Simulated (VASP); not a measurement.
These are r2SCAN meta-GGA, VASP's PBE PAW potentials (set 64) (plane waves; VASP 6.6.1) values and carry that method's errors.

Gaps are without spin-orbit coupling.

### Question
Order these relaxed crystals by band gap, smallest first: Al2MgC2, P-3m1 (164); KI, Fm-3m (225); SrCuSeF, P4/nmm (129); HfSiO4, I4_1/amd (141).

### Answer
SrCuSeF, P4/nmm (129) (1.76 eV), Al2MgC2, P-3m1 (164) (2.18 eV), KI, Fm-3m (225) (4.57 eV), HfSiO4, I4_1/amd (141) (6.02 eV)
